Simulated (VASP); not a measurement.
Output of a VASP run:

OUTCAR:
```
 ion  position               nearest neighbor table
   1  0.222  0.111  0.250-  37 1.98  49 1.98  45 1.98  36 1.99  16 3.23   2 3.24  14 3.24  10 3.24
                            12 3.24   4 3.24   9 3.25  24 3.25  32 3.25  13 3.25   5 3.25  17 3.27
   2  0.111  0.222  0.000-  38 1.98  42 1.98  62 1.98  37 1.99   5 3.19   3 3.24   1 3.24  24 3.24
                            26 3.24   7 3.24  14 3.25  25 3.25  10 3.25  33 3.25  18 3.25   6 3.25
   3  0.222  0.111  0.750-  39 1.98  51 1.98  47 1.98  38 1.99  19 3.20   7 3.22   2 3.24  14 3.24
                            10 3.24  12 3.24  11 3.25  26 3.25  34 3.25  15 3.25   4 3.26  16 3.27
   4  0.108  0.221  0.499-  60 1.95  39 2.00  36 2.00  40 2.01  24 3.21  27 3.22  35 3.22  26 3.23
                             8 3.23   7 3.23   1 3.24  72 3.24  12 3.25   3 3.26   5 3.26  16 3.31
   5  0.216  0.441  0.246-  41 1.95  37 1.95  40 1.99  53 2.02   6 3.19   2 3.19  28 3.20  24 3.20
                            18 3.23   9 3.25   1 3.25   4 3.26  72 3.27  17 3.29   8 3.30  20 3.33
   6  0.111  0.556  0.000-  46 1.98  66 1.98  42 1.98  41 1.99   5 3.19   9 3.24  11 3.24  28 3.24
                            30 3.24  10 3.25  18 3.25  29 3.25  21 3.25  25 3.25   2 3.25   7 3.27
   7  0.226  0.444  0.749-  55 1.96  39 1.97  42 2.01  43 2.02  19 3.17  22 3.18  72 3.19   8 3.21
                             3 3.22  18 3.23   4 3.23   2 3.24  26 3.26   6 3.27  11 3.27  30 3.29
   8  0.110  0.554  0.505-  43 1.94  64 1.99  44 2.01  40 2.02  30 3.19  72 3.20  11 3.20   7 3.21
                             4 3.23  27 3.23  23 3.25  31 3.25  12 3.26  28 3.27   9 3.28   5 3.30
   9  0.222  0.778  0.250-  45 1.98  41 1.98  57 1.98  44 1.99  23 3.22  12 3.24  10 3.24  21 3.24
                             6 3.24   1 3.25  32 3.25  28 3.25  13 3.25   5 3.25  20 3.27   8 3.28
  10  0.111  0.889  0.000-  46 1.98  38 1.98  70 1.98  45 1.99   9 3.24  11 3.24   1 3.24   3 3.24
                            32 3.24  34 3.24   6 3.25  21 3.25  33 3.25   2 3.25  29 3.25  14 3.25
  11  0.222  0.778  0.750-  47 1.98  43 1.98  59 1.98  46 1.99  22 3.20   8 3.20  12 3.24  10 3.24
                            21 3.24   6 3.24   3 3.25  34 3.25  30 3.25  15 3.25  23 3.26   7 3.27
  12  0.111  0.889  0.500-  44 1.98  36 1.98  68 1.98  47 1.99  16 3.24  11 3.24   9 3.24   3 3.24
                             1 3.24  32 3.24  34 3.24   4 3.25   8 3.26  35 3.26  23 3.26  31 3.27
  13  0.556  0.111  0.250-  61 1.98  57 1.98  49 1.98  48 1.99  16 3.19  20 3.23  23 3.23  25 3.24
                            27 3.24  21 3.24  14 3.24  24 3.25  28 3.25   9 3.25   1 3.25  17 3.27
  14  0.444  0.222  0.000-  38 1.98  54 1.98  50 1.98  49 1.99  19 3.19   3 3.24   1 3.24  15 3.24
                            13 3.24   2 3.25  21 3.25  10 3.25  18 3.25  25 3.25  29 3.25  17 3.29
  15  0.556  0.111  0.750-  63 1.98  59 1.98  51 1.98  50 1.99  16 3.23  19 3.23  25 3.24  27 3.24
                            21 3.24  14 3.24  26 3.25  30 3.25  11 3.25   3 3.25  22 3.25  23 3.27
  16  0.446  0.219  0.498-  48 1.93  36 1.99  52 2.01  51 2.01  13 3.19  27 3.21  17 3.22   1 3.23
                            23 3.23  15 3.23  31 3.23  12 3.24   3 3.27  19 3.28   4 3.31  72 3.31
  17  0.558  0.448  0.254-  52 1.92  65 1.98  53 1.99  49 2.02  31 3.16  72 3.21  16 3.22  32 3.22
                            20 3.24  28 3.24  29 3.26  18 3.26  13 3.27   1 3.27  14 3.29   5 3.29
  18  0.444  0.556  0.000-  42 1.98  58 1.98  54 1.98  53 1.99  22 3.19  19 3.20   7 3.23   5 3.23
                            21 3.25   6 3.25   2 3.25  33 3.25  29 3.25  14 3.25  20 3.25  17 3.26
  19  0.550  0.440  0.753-  54 1.95  51 1.96  55 1.98  67 2.04   7 3.17  14 3.19   3 3.20  18 3.20
                            15 3.23  29 3.24  22 3.25  30 3.28  16 3.28  72 3.29  34 3.30  31 3.31
  20  0.560  0.782  0.249-  69 1.94  57 1.98  56 2.01  53 2.01  24 3.20  33 3.20  23 3.21  32 3.22
                            35 3.22  13 3.23  21 3.23  17 3.24  18 3.25  72 3.26   9 3.27   5 3.33
  21  0.444  0.889  0.000-  46 1.98  50 1.98  58 1.98  57 1.99  22 3.20  20 3.23   9 3.24  11 3.24
                            13 3.24  15 3.24  10 3.25  18 3.25  14 3.25   6 3.25  25 3.25  33 3.25
  22  0.549  0.774  0.753-  55 1.94  58 1.96  59 1.97  71 2.04   7 3.18  18 3.19  21 3.20  11 3.20
                            33 3.24  72 3.25  15 3.25  19 3.25  23 3.25  34 3.29  35 3.29  26 3.29
  23  0.445  0.886  0.498-  44 1.98  56 1.99  48 2.00  59 2.01  72 3.20  20 3.21  35 3.22   9 3.22
                            16 3.23  13 3.23   8 3.25  22 3.25  11 3.26  27 3.26  12 3.26  15 3.27
  24  0.889  0.111  0.250-  61 1.98  37 1.98  69 1.98  60 1.99   5 3.20  20 3.20   4 3.21  35 3.23
                            27 3.24  25 3.24  33 3.24   2 3.24  13 3.25  28 3.25   1 3.25  32 3.25
  25  0.778  0.222  0.000-  62 1.98  50 1.98  66 1.98  61 1.99  24 3.24  26 3.24  13 3.24  15 3.24
                            28 3.24  30 3.24   2 3.25  33 3.25  21 3.25   6 3.25  14 3.25  29 3.25
  26  0.889  0.111  0.750-  63 1.98  39 1.98  71 1.98  62 1.99   4 3.23  35 3.23  27 3.24  25 3.24
                            33 3.24   2 3.24  15 3.25  30 3.25  34 3.25   3 3.25   7 3.26  22 3.29
  27  0.778  0.222  0.500-  60 1.98  48 1.98  64 1.98  63 1.99  16 3.21   4 3.22  35 3.23  31 3.23
                             8 3.23  24 3.24  26 3.24  28 3.24  30 3.24  15 3.24  13 3.24  23 3.26
  28  0.889  0.444  0.250-  61 1.98  41 1.98  65 1.98  64 1.99   5 3.20  31 3.21  27 3.24  25 3.24
                             6 3.24  29 3.24  17 3.24  24 3.25  13 3.25   9 3.25  32 3.25   8 3.27
  29  0.778  0.556  0.000-  70 1.98  54 1.98  66 1.98  65 1.99  19 3.24  32 3.24  34 3.24  28 3.24
                            30 3.24  33 3.25   6 3.25  10 3.25  25 3.25  18 3.25  14 3.25  17 3.26
  30  0.889  0.444  0.750-  63 1.98  43 1.98  67 1.98  66 1.99   8 3.19  25 3.24  27 3.24   6 3.24
                            29 3.24  26 3.25  15 3.25  11 3.25  34 3.25  31 3.26  19 3.28   7 3.29
  31  0.776  0.553  0.497-  64 1.97  68 1.99  52 2.00  67 2.02  17 3.16  28 3.21  32 3.23  27 3.23
                            16 3.23   8 3.25  30 3.26  12 3.27  34 3.27  35 3.28  72 3.28  19 3.31
  32  0.889  0.778  0.250-  69 1.98  65 1.98  45 1.98  68 1.99  20 3.22  17 3.22  31 3.23  33 3.24
                            29 3.24  12 3.24  10 3.24  24 3.25   9 3.25   1 3.25  28 3.25  35 3.25
  33  0.778  0.889  0.000-  70 1.98  58 1.98  62 1.98  69 1.99  20 3.20  32 3.24  34 3.24  24 3.24
                            26 3.24  22 3.24  29 3.25  10 3.25  25 3.25   2 3.25  18 3.25  21 3.25
  34  0.889  0.778  0.750-  71 1.98  67 1.98  47 1.98  70 1.99  33 3.24  29 3.24  10 3.24  12 3.24
                            11 3.25  26 3.25   3 3.25  30 3.25  35 3.25  31 3.27  22 3.29  19 3.30
  35  0.777  0.890  0.500-  60 1.97  56 1.98  71 1.99  68 2.00  23 3.22   4 3.22  20 3.22  27 3.23
                            26 3.23  24 3.23  34 3.25  32 3.25  12 3.26  72 3.28  31 3.28  22 3.29
  36  0.222  0.111  0.438-  12 1.98  16 1.99   1 1.99   4 2.00
  37  0.111  0.222  0.188-   5 1.95   1 1.98  24 1.98   2 1.99
  38  0.222  0.111  0.938-   2 1.98  14 1.98  10 1.98   3 1.99
  39  0.111  0.222  0.688-   7 1.97   3 1.98  26 1.98   4 2.00
  40  0.223  0.445  0.434-  72 1.95   5 1.99   4 2.01   8 2.02
  41  0.111  0.556  0.188-   5 1.95   9 1.98  28 1.98   6 1.99
  42  0.222  0.444  0.938-   2 1.98  18 1.98   6 1.98   7 2.01
  43  0.111  0.556  0.688-   8 1.94  11 1.98  30 1.98   7 2.02
  44  0.222  0.778  0.438-  23 1.98  12 1.98   9 1.99   8 2.01
...
```

OSZICAR:
```
...
RMM:   3    -0.438505103325E+03   -0.36806E-05   -0.40063E-04   760   0.417E-02    0.229E-02
RMM:   4    -0.438505091893E+03    0.11432E-04   -0.87887E-05   697   0.196E-02    0.866E-03
RMM:   5    -0.438505092808E+03   -0.91513E-06   -0.17944E-05   457   0.903E-03
   5 F= -.43850509E+03 E0= -.43848786E+03  d E =-.537131E-01  mag=     1.0000
       N       E                     dE             d eps       ncg     rms          rms(c)
DAV:   1    -0.438515514219E+03   -0.10422E-01   -0.32214E+00   734   0.458E+00    0.317E-01
RMM:   2    -0.438519917970E+03   -0.44038E-02   -0.56862E-02   724   0.513E-01    0.144E-01
RMM:   3    -0.438520337860E+03   -0.41989E-03   -0.89505E-03   787   0.191E-01    0.107E-01
RMM:   4    -0.438520071811E+03    0.26605E-03   -0.16272E-03   726   0.884E-02    0.325E-02
RMM:   5    -0.438520081233E+03   -0.94216E-05   -0.34057E-04   811   0.386E-02    0.189E-02
RMM:   6    -0.438520082528E+03   -0.12958E-05   -0.92066E-05   682   0.179E-02
   6 F= -.43852008E+03 E0= -.43850297E+03  d E =-.149897E-01  mag=     1.0000
       N       E                     dE             d eps       ncg     rms          rms(c)
DAV:   1    -0.438520472807E+03   -0.39157E-03   -0.25751E-01   832   0.129E+00    0.900E-02
RMM:   2    -0.438520830055E+03   -0.35725E-03   -0.45304E-03   724   0.145E-01    0.414E-02
RMM:   3    -0.438520866516E+03   -0.36461E-04   -0.73037E-04   791   0.543E-02    0.304E-02
RMM:   4    -0.438520846958E+03    0.19558E-04   -0.12828E-04   724   0.250E-02    0.964E-03
RMM:   5    -0.438520847723E+03   -0.76490E-06   -0.23829E-05   454   0.109E-02
   7 F= -.43852085E+03 E0= -.43850377E+03  d E =-.157549E-01  mag=     1.0000
       N       E                     dE             d eps       ncg     rms          rms(c)
DAV:   1    -0.438522955064E+03   -0.21081E-02   -0.91883E-01   734   0.244E+00    0.173E-01
RMM:   2    -0.438524191424E+03   -0.12364E-02   -0.15589E-02   724   0.270E-01    0.756E-02
RMM:   3    -0.438524298801E+03   -0.10738E-03   -0.23738E-03   778   0.101E-01    0.544E-02
RMM:   4    -0.438524239132E+03    0.59669E-04   -0.40265E-04   729   0.442E-02    0.184E-02
RMM:   5    -0.438524245374E+03   -0.62419E-05   -0.10481E-04   738   0.208E-02    0.851E-03
RMM:   6    -0.438524246343E+03   -0.96844E-06   -0.14407E-05   440   0.852E-03
   8 F= -.43852425E+03 E0= -.43850709E+03  d E =-.339862E-02  mag=     1.0000
       N       E                     dE             d eps       ncg     rms          rms(c)
DAV:   1    -0.438524258507E+03   -0.13133E-04   -0.75247E-03   848   0.221E-01    0.163E-02
RMM:   2    -0.438524269570E+03   -0.11063E-04   -0.13294E-04   720   0.249E-02    0.732E-03
RMM:   3    -0.438524270634E+03   -0.10637E-05   -0.19860E-05   467   0.958E-03    0.516E-03
RMM:   4    -0.438524270452E+03    0.18124E-06   -0.41613E-06   432   0.431E-03
   9 F= -.43852427E+03 E0= -.43850711E+03  d E =-.342273E-02  mag=     1.0000
       N       E                     dE             d eps       ncg     rms          rms(c)
DAV:   1    -0.438525211238E+03   -0.94060E-03   -0.24440E-01   744   0.126E+00    0.937E-02
RMM:   2    -0.438525524571E+03   -0.31333E-03   -0.43127E-03   724   0.149E-01    0.468E-02
RMM:   3    -0.438525556148E+03   -0.31577E-04   -0.71979E-04   793   0.557E-02    0.328E-02
RMM:   4    -0.438525536536E+03    0.19612E-04   -0.13774E-04   728   0.258E-02    0.106E-02
RMM:   5    -0.438525537096E+03   -0.56035E-06   -0.26294E-05   470   0.114E-02
  10 F= -.43852554E+03 E0= -.43850835E+03  d E =-.126664E-02  mag=     1.0000
```

File OUTCAR:
```
------------------------ aborting loop because EDIFF is reached ----------------------------------------
  FORCE on cell =-STRESS in cart. coord.  units (eV):
  Direction    XX          YY          ZZ          XY          YZ          ZX
  --------------------------------------------------------------------------------------
  Total      -21.9520014    -21.4376851    -29.8362906     -0.0156560     -0.0006772      0.0007724
  in kB      -40.5812261    -39.6304432    -55.1563947     -0.0289423     -0.0012518      0.0014280
  external PRESSURE =     -45.1226880 kB  Pullay stress =       0.0000000 kB
  volume of cell :      866.68
      direct lattice vectors                 reciprocal lattice vectors
     4.868317893 -8.432173817  0.000000000     0.102704879 -0.059296690  0.000000000
     4.868317893  8.432173817  0.000000000     0.102704879  0.059296690  0.000000000
     0.000000000  0.000000000 10.556283981     0.000000000  0.000000000  0.094730305
  FREE ENERGIE OF THE ION-ELECTRON SYSTEM (eV)
  ---------------------------------------------------
  free  energy   TOTEN  =      -438.5255370963 eV

  energy  without entropy=     -438.4911618278  energy(sigma->0) =     -438.50834946

 total charge

# of ion       s       p       d       tot
------------------------------------------
    1        0.985   1.339   0.354   2.678
    2        0.984   1.334   0.352   2.670
    3        0.985   1.340   0.354   2.679
    4        0.983   1.329   0.350   2.661
    5        0.984   1.333   0.351   2.668
    6        0.984   1.334   0.352   2.670
    7        0.984   1.332   0.351   2.667
    8        0.983   1.329   0.350   2.662
    9        0.985   1.339   0.354   2.679
   10        0.985   1.339   0.353   2.677
   11        0.985   1.340   0.354   2.679
   12        0.984   1.340   0.354   2.679
   13        0.985   1.338   0.353   2.676
   14        0.984   1.334   0.352   2.670
   15        0.985   1.338   0.353   2.676
   16        0.983   1.330   0.350   2.663
   17        0.984   1.334   0.351   2.669
   18        0.986   1.344   0.355   2.685
   19        0.984   1.332   0.351   2.667
   20        0.984   1.333   0.351   2.667
   21        0.984   1.334   0.352   2.670
   22        0.984   1.332   0.351   2.666
   23        0.983   1.329   0.350   2.662
   24        0.985   1.337   0.353   2.675
   25        0.985   1.338   0.353   2.677
   26        0.985   1.339   0.353   2.677
   27        0.985   1.339   0.354   2.679
   28        0.985   1.338   0.353   2.676
   29        0.984   1.334   0.352   2.670
   30        0.985   1.339   0.353   2.677
   31        0.983   1.330   0.350   2.662
   32        0.985   1.339   0.354   2.678
   33        0.984   1.334   0.352   2.670
   34        0.985   1.339   0.354   2.678
   35        0.983   1.329   0.350   2.662
   36        1.230   2.446   0.000   3.676
   37        1.231   2.442   0.000   3.673
   38        1.231   2.443   0.000   3.674
   39        1.231   2.444   0.000   3.675
   40        1.229   2.468   0.000   3.697
   41        1.231   2.442   0.000   3.673
   42        1.230   2.443   0.000   3.673
   43        1.231   2.444   0.000   3.675
   44        1.230   2.445   0.000   3.676
   45        1.231   2.443   0.000   3.674
   46        1.231   2.443   0.000   3.674
   47        1.231   2.444   0.000   3.675
   48        1.231   2.441   0.000   3.672
...
```
(Selected blocks of OUTCAR.)

**POSCAR**
```
AlGa35N36
1
    4.8683178927    -8.4321738171     0.0000000000
    4.8683178927     8.4321738171     0.0000000000
    0.0000000000     0.0000000000    10.5562839806
Ga N Al
35 36 1
Direct
  0.2222220000   0.1111110000   0.2500000000
  0.1111110000   0.2222220000   0.0000000000
  0.2222220000   0.1111110000   0.7500000000
  0.1075820000   0.2211740000   0.4992540000
  0.2161800000   0.4414330000   0.2457970000
  0.1111110000   0.5555560000   0.0000000000
  0.2260990000   0.4435850000   0.7485860000
  0.1102450000   0.5540330000   0.5045960000
  0.2222220000   0.7777780000   0.2500000000
  0.1111110000   0.8888890000   0.0000000000
  0.2222220000   0.7777780000   0.7500000000
  0.1111110000   0.8888890000   0.5000000000
  0.5555560000   0.1111110000   0.2500000000
  0.4444440000   0.2222220000   0.0000000000
  0.5555560000   0.1111110000   0.7500000000
  0.4461440000   0.2185300000   0.4976840000
  0.5575120000   0.4476160000   0.2539430000
  0.4444440000   0.5555560000   0.0000000000
  0.5498240000   0.4400290000   0.7534860000
  0.5602940000   0.7819460000   0.2489580000
  0.4444440000   0.8888890000   0.0000000000
  0.5493940000   0.7740510000   0.7528080000
  0.4446970000   0.8860930000   0.4977150000
  0.8888890000   0.1111110000   0.2500000000
  0.7777780000   0.2222220000   0.0000000000
  0.8888890000   0.1111110000   0.7500000000
  0.7777780000   0.2222220000   0.5000000000
  0.8888890000   0.4444440000   0.2500000000
  0.7777780000   0.5555560000   0.0000000000
  0.8888890000   0.4444440000   0.7500000000
  0.7758290000   0.5530480000   0.4974090000
  0.8888890000   0.7777780000   0.2500000000
  0.7777780000   0.8888890000   0.0000000000
  0.8888890000   0.7777780000   0.7500000000
  0.7772860000   0.8904000000   0.5000870000
  0.2222220000   0.1111110000   0.4385000000
  0.1111110000   0.2222220000   0.1885000000
  0.2222220000   0.1111110000   0.9385000000
  0.1111110000   0.2222220000   0.6885000000
  0.2230530000   0.4445900000   0.4340300000
  0.1111110000   0.5555560000   0.1885000000
  0.2222220000   0.4444440000   0.9385000000
  0.1111110000   0.5555560000   0.6885000000
  0.2222220000   0.7777780000   0.4385000000
  0.1111110000   0.8888890000   0.1885000000
  0.2222220000   0.7777780000   0.9385000000
  0.1111110000   0.8888890000   0.6885000000
  0.5555560000   0.1111110000   0.4385000000
  0.4444440000   0.2222220000   0.1885000000
  0.5555560000   0.1111110000   0.9385000000
  0.4444440000   0.2222220000   0.6885000000
  0.5519610000   0.4441200000   0.4357410000
  0.4444440000   0.5555560000   0.1885000000
  0.5555560000   0.4444440000   0.9385000000
  0.4470490000   0.5578830000   0.6904340000
  0.5553230000   0.7724720000   0.4391340000
  0.4444440000   0.8888890000   0.1885000000
  0.5555560000   0.7777780000   0.9385000000
  0.4444440000   0.8888890000   0.6885000000
  0.8888890000   0.1111110000   0.4385000000
  0.7777780000   0.2222220000   0.1885000000
  0.8888890000   0.1111110000   0.9385000000
  0.7777780000   0.2222220000   0.6885000000
  0.8888890000   0.4444440000   0.4385000000
  0.7777780000   0.5555560000   0.1885000000
  0.8888890000   0.4444440000   0.9385000000
  0.7777780000   0.5555560000   0.6885000000
  0.8888890000   0.7777780000   0.4385000000
  0.7777780000   0.8888890000   0.1885000000
  0.8888890000   0.7777780000   0.9385000000
  0.7777780000   0.8888890000   0.6885000000
  0.4397140000   0.5552520000   0.4992920000
```

Q: Write an INCAR and KPOINTS that could have produced this output.

A: One answer among several that fit: the input of the run itself, PBE GGA, plane waves, VASP's PBE PAW potentials (set 64).

### INCAR
```
SYSTEM = AlGa35N36
PREC = Normal
ENCUT = 400
EDIFF = 1E-5
NELM = 100
ALGO = Fast
LREAL = Auto
LASPH = .TRUE.
ISMEAR = 0
SIGMA = 0.05
GGA = PE
LMAXMIX = 4
LWAVE = .TRUE.
LCHARG = .FALSE.
NELMIN = 4
ISYM = 0
NELECT = 287.0
ISPIN = 2
NUPDOWN = 1
MAGMOM = 72*0.0139
LORBIT = 10
IBRION = 2
ISIF = 2
NSW = 60
EDIFFG = -0.03
```

File KPOINTS:
```
Automatic mesh
0
Gamma
1 1 1
0 0 0
```

POTCAR, in this order: Ga N Al (PBE.64 set). Program: vasp_gam.

At this cut-off the stress carries a Pulay error, which pulls relaxed volumes low. The cell is charged, with a uniform compensating background. The supercell is sampled at Γ alone, which is coarse: total energies, pressure and levels can be off, energies of defects by several tenths of an eV.

The cell is a supercell with a defect, built from GaN (wurtzite): Al_Ga, charge +1.
